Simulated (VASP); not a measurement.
These are vdW-DF2, VASP's PBE PAW potentials (set 64) (plane waves; VASP 6.6.1) values and carry that method's errors.

VASP input:

POSCAR:
```
Rh
1
    0.0000000000     1.9000000000     1.9000000000
    1.9000000000     0.0000000000     1.9000000000
    1.9000000000     1.9000000000     0.0000000000
Rh
1
Direct
  0.0000000000   0.0000000000   0.0000000000
```

### INCAR
```
! general
SYSTEM   = Rh
PREC     = Accurate
ENCUT    = 520
LREAL    = .False.
LASPH    = .True.

! electronic loop
EDIFF    = 1E-6
NELM     = 100
ALGO     = Normal
LMAXMIX  = 4

! smearing
ISMEAR   = 1
SIGMA    = 0.1

! functional
GGA      = ML
LUSE_VDW = .True.
AGGAC    = 0.0
ZAB_VDW  = -1.8867

! ions
IBRION   = 2
NSW      = 60
ISIF     = 3
EDIFFG   = -0.01

! output
LWAVE    = .False.
LCHARG   = .False.
```

### KPOINTS
```
Regular mesh
0
gamma
15 15 15
```

POTCAR, in this order: Rh_pv (PBE.64 set). Program: vasp_std.

Output

**OUTCAR**
```
 ion  position               nearest neighbor table
   1  0.000  0.000  0.000-
  LATTYP: Found a face centered cubic cell.
 ALAT       =     3.8000000000
 Subroutine PRICEL returns:
 Original cell was already a primitive cell.
 Subroutine GETGRP returns: Found 48 space group operations
The static configuration has the point symmetry O_h .
The dynamic configuration has the point symmetry O_h .
 Subroutine INISYM returns: Found 48 space group operations
 Subroutine IBZKPT returns following result:
 Found    120 irreducible k-points:

 Following reciprocal coordinates:
            Coordinates               Weight
  0.000000  0.000000  0.000000      1.000000
  0.066667  0.000000  0.000000      8.000000
  0.133333  0.000000  0.000000      8.000000
  0.200000  0.000000  0.000000      8.000000
  0.266667  0.000000  0.000000      8.000000
  0.333333  0.000000  0.000000      8.000000
  0.400000  0.000000  0.000000      8.000000
  0.466667  0.000000  0.000000      8.000000
  0.066667  0.066667  0.000000      6.000000
  0.133333  0.066667  0.000000     24.000000
  0.200000  0.066667  0.000000     24.000000
  0.266667  0.066667  0.000000     24.000000
  0.333333  0.066667  0.000000     24.000000
  0.400000  0.066667  0.000000     24.000000
  0.466667  0.066667  0.000000     24.000000
 -0.466667  0.066667  0.000000     24.000000
 -0.400000  0.066667  0.000000     24.000000
 -0.333333  0.066667  0.000000     24.000000
 -0.266667  0.066667  0.000000     24.000000
 -0.200000  0.066667  0.000000     24.000000
 -0.133333  0.066667  0.000000     24.000000
 -0.066667  0.066667  0.000000     12.000000
  0.133333  0.133333  0.000000      6.000000
  0.200000  0.133333  0.000000     24.000000
  0.266667  0.133333  0.000000     24.000000
...
```

**OSZICAR**
```
...
DAV:  11    -0.286360073684E+01   -0.28396E-06   -0.23861E-07  1875   0.724E-03
   1 F= -.28636007E+01 E0= -.28636238E+01  d E =-.286360E+01
       N       E                     dE             d eps       ncg     rms          rms(c)
DAV:   1    -0.400594037389E+02   -0.37196E+02   -0.64718E+02  2658   0.427E+02    0.991E+01
DAV:   2    -0.315997283416E+01    0.36899E+02   -0.84803E+01  2649   0.115E+02    0.392E+01
DAV:   3    -0.255657093230E+01    0.60340E+00   -0.19975E+00  2976   0.203E+01    0.281E+01
DAV:   4    -0.261838888622E+01   -0.61818E-01   -0.25200E-01  2826   0.649E+00    0.110E+01
DAV:   5    -0.261022075074E+01    0.81681E-02   -0.83461E-02  2895   0.350E+00    0.813E-01
DAV:   6    -0.260955058358E+01    0.67017E-03   -0.11395E-03  3375   0.320E-01    0.647E-01
DAV:   7    -0.260913893855E+01    0.41165E-03   -0.47372E-04  2763   0.244E-01    0.799E-02
DAV:   8    -0.260911407767E+01    0.24861E-04   -0.12569E-05  2922   0.434E-02    0.699E-03
DAV:   9    -0.260912020190E+01   -0.61242E-05   -0.12284E-05  2784   0.273E-02    0.154E-03
DAV:  10    -0.260912007440E+01    0.12750E-06   -0.53202E-08  1848   0.222E-03
   2 F= -.26091201E+01 E0= -.26088957E+01  d E =0.254481E+00
       N       E                     dE             d eps       ncg     rms          rms(c)
DAV:   1    -0.192186798398E+02   -0.16610E+02   -0.22092E+02  2712   0.217E+02    0.431E+01
DAV:   2    -0.316462112467E+01    0.16054E+02   -0.43719E+01  2649   0.970E+01    0.125E+01
DAV:   3    -0.298040743179E+01    0.18421E+00   -0.64325E-01  2859   0.106E+01    0.744E+00
DAV:   4    -0.298771711787E+01   -0.73097E-02   -0.53164E-02  2817   0.273E+00    0.260E+00
DAV:   5    -0.299338121901E+01   -0.56641E-02   -0.10826E-02  2895   0.117E+00    0.152E-01
DAV:   6    -0.299299137434E+01    0.38984E-03   -0.28442E-04  2856   0.205E-01    0.262E-02
DAV:   7    -0.299297420242E+01    0.17172E-04   -0.34674E-05  2823   0.853E-02    0.736E-03
DAV:   8    -0.299297952175E+01   -0.53193E-05   -0.18586E-06  2688   0.204E-02    0.180E-03
DAV:   9    -0.299297981784E+01   -0.29609E-06   -0.48819E-07  1694   0.772E-03
   3 F= -.29929798E+01 E0= -.29929110E+01  d E =-.129379E+00
       N       E                     dE             d eps       ncg     rms          rms(c)
DAV:   1    -0.301195707334E+01   -0.18978E-01   -0.25595E-01  2730   0.818E+00    0.919E-01
DAV:   2    -0.299364751102E+01    0.18310E-01   -0.50889E-02  2706   0.331E+00    0.158E-01
DAV:   3    -0.299365413532E+01   -0.66243E-05   -0.22345E-04  2820   0.180E-01    0.995E-02
DAV:   4    -0.299370588313E+01   -0.51748E-04   -0.12564E-04  2823   0.139E-01    0.827E-03
DAV:   5    -0.299370277352E+01    0.31096E-05   -0.33476E-06  2912   0.274E-02    0.313E-03
DAV:   6    -0.299370073277E+01    0.20408E-05   -0.14879E-07  1419   0.551E-03    0.416E-04
DAV:   7    -0.299370072847E+01    0.43033E-08   -0.15989E-08  1332   0.190E-03
   4 F= -.29937007E+01 E0= -.29936427E+01  d E =-.130100E+00
       N       E                     dE             d eps       ncg     rms          rms(c)
DAV:   1    -0.299536273657E+01   -0.16620E-02   -0.23056E-02  2730   0.246E+00    0.275E-01
DAV:   2    -0.299371032041E+01    0.16524E-02   -0.45926E-03  2709   0.995E-01    0.490E-02
DAV:   3    -0.299371345310E+01   -0.31327E-05   -0.19223E-05  2814   0.525E-02    0.307E-02
DAV:   4    -0.299372130092E+01   -0.78478E-05   -0.11074E-05  2829   0.413E-02    0.236E-03
DAV:   5    -0.299372051882E+01    0.78211E-06   -0.30243E-07  1545   0.858E-03
   5 F= -.29937205E+01 E0= -.29936653E+01  d E =-.130120E+00
       N       E                     dE             d eps       ncg     rms          rms(c)
DAV:   1    -0.299372026078E+01    0.10401E-05   -0.42782E-07  1323   0.110E-02    0.139E-03
DAV:   2    -0.299372025418E+01    0.66048E-08   -0.14328E-07  1329   0.548E-03
   6 F= -.29937203E+01 E0= -.29936651E+01  d E =0.264638E-06
       N       E                     dE             d eps       ncg     rms          rms(c)
DAV:   1    -0.299372101255E+01   -0.75177E-06   -0.50239E-06  2415   0.365E-02    0.405E-03
DAV:   2    -0.299372069927E+01    0.31328E-06   -0.99399E-07  1320   0.147E-02
   7 F= -.29937207E+01 E0= -.29936655E+01  d E =-.180457E-06
       N       E                     dE             d eps       ncg     rms          rms(c)
DAV:   1    -0.299372065676E+01    0.35579E-06   -0.13744E-08  1320   0.137E-03    0.519E-04
DAV:   2    -0.299372063327E+01    0.23488E-07   -0.10344E-09  1320   0.421E-04
   8 F= -.29937206E+01 E0= -.29936655E+01  d E =0.659998E-07
       N       E                     dE             d eps       ncg     rms          rms(c)
DAV:   1    -0.299372059567E+01    0.61087E-07   -0.29193E-09  1320   0.801E-04    0.647E-05
DAV:   2    -0.299372060035E+01   -0.46794E-08   -0.25614E-10  1320   0.235E-04
   9 F= -.29937206E+01 E0= -.29936655E+01  d E =0.989198E-07
       N       E                     dE             d eps       ncg     rms          rms(c)
DAV:   1    -0.299372061154E+01   -0.15862E-07   -0.26532E-09  1320   0.846E-04    0.939E-05
DAV:   2    -0.299372061519E+01   -0.36503E-08   -0.54257E-10  1320   0.329E-04
  10 F= -.29937206E+01 E0= -.29936655E+01  d E =0.840869E-07
       N       E                     dE             d eps       ncg     rms          rms(c)
DAV:   1    -0.299372063433E+01   -0.22794E-07   -0.10508E-08  1320   0.169E-03    0.186E-04
DAV:   2    -0.299372063598E+01   -0.16475E-08   -0.21411E-09  1320   0.654E-04
  11 F= -.29937206E+01 E0= -.29936655E+01  d E =0.632958E-07
       N       E                     dE             d eps       ncg     rms          rms(c)
DAV:   1    -0.299372067359E+01   -0.39259E-07   -0.42126E-08  1320   0.338E-03    0.372E-04
DAV:   2    -0.299372067312E+01    0.47294E-09   -0.85747E-09  1320   0.131E-03
  12 F= -.29937207E+01 E0= -.29936655E+01  d E =0.261575E-07
       N       E                     dE             d eps       ncg     rms          rms(c)
DAV:   1    -0.299372075485E+01   -0.81257E-07   -0.16862E-07  1320   0.676E-03    0.744E-04
DAV:   2    -0.299372074969E+01    0.51596E-08   -0.34315E-08  1320   0.262E-03
  13 F= -.29937207E+01 E0= -.29936656E+01  d E =-.504128E-07
       N       E                     dE             d eps       ncg     rms          rms(c)
DAV:   1    -0.299372093460E+01   -0.17975E-06   -0.67458E-07  1320   0.135E-02    0.149E-03
DAV:   2    -0.299372089762E+01    0.36977E-07   -0.13729E-07  1320   0.525E-03
  14 F= -.29937209E+01 E0= -.29936657E+01  d E =-.198345E-06
       N       E                     dE             d eps       ncg     rms          rms(c)
DAV:   1    -0.299372136051E+01   -0.42592E-06   -0.27387E-06  2240   0.270E-02    0.301E-03
DAV:   2    -0.299372119365E+01    0.16686E-06   -0.54287E-07  1320   0.108E-02
  15 F= -.29937212E+01 E0= -.29936659E+01  d E =-.494378E-06
       N       E                     dE             d eps       ncg     rms          rms(c)
DAV:   1    -0.299372247840E+01   -0.11179E-05   -0.10918E-05  2697   0.537E-02    0.602E-03
DAV:   2    -0.299372174372E+01    0.73468E-06   -0.21876E-06  2251   0.217E-02
  16 F= -.29937217E+01 E0= -.29936664E+01  d E =-.104445E-05
       N       E                     dE             d eps       ncg     rms          rms(c)
DAV:   1    -0.299372575938E+01   -0.32810E-05   -0.43819E-05  2694   0.108E-01    0.120E-02
DAV:   2    -0.299372270462E+01    0.30548E-05   -0.87747E-06  2649   0.434E-02    0.268E-03
DAV:   3    -0.299372257586E+01    0.12876E-06   -0.35439E-08  1320   0.232E-03
  17 F= -.29937226E+01 E0= -.29936671E+01  d E =-.187659E-05
```

**OUTCAR**
```
------------------------ aborting loop because EDIFF is reached ----------------------------------------
  FORCE on cell =-STRESS in cart. coord.  units (eV):
  Direction    XX          YY          ZZ          XY          YZ          ZX
  --------------------------------------------------------------------------------------
  Total        0.0084677      0.0084677      0.0084677      0.0000000     -0.0000000      0.0000000
  in kB        0.8852318      0.8852318      0.8852318      0.0000000     -0.0000000      0.0000000
  external PRESSURE =       0.8852318 kB  Pullay stress =       0.0000000 kB
  volume of cell :       15.33
      direct lattice vectors                 reciprocal lattice vectors
    -0.000000000  1.971494486  1.971494486    -0.253614709  0.253614709  0.253614709
     1.971494486  0.000000000  1.971494486     0.253614709 -0.253614709  0.253614709
     1.971494486  1.971494486  0.000000000     0.253614709  0.253614709 -0.253614709
 POSITION                                       TOTAL-FORCE (eV/Angst)
 -----------------------------------------------------------------------------------
      0.00000      0.00000      0.00000         0.000000      0.000000     -0.000000
 -----------------------------------------------------------------------------------
    total drift:                               -0.000000     -0.000000     -0.000000
  FREE ENERGIE OF THE ION-ELECTRON SYSTEM (eV)
  ---------------------------------------------------
  free  energy   TOTEN  =        -2.9937225759 eV

  energy  without entropy=       -2.9935561835  energy(sigma->0) =       -2.99366711

 reached required accuracy - stopping structural energy minimisation
```
(Selected blocks of OUTCAR.)

File CONTCAR:
```
Rh
   1.00000000000000
    -0.0000000000000000    1.9714944861115402    1.9714944861115402
     1.9714944861115402    0.0000000000000000    1.9714944861115402
     1.9714944861115402    1.9714944861115402    0.0000000000000000
  Rh
     1
Direct
     0.0000000000000000    0.0000000000000000    0.0000000000000000
```

Energy and stress use the plane-wave basis of the starting cell.

The compound is Rh in the fcc structure. This run relaxes it. Symmetry was kept, so distortions that lower it aren't found.
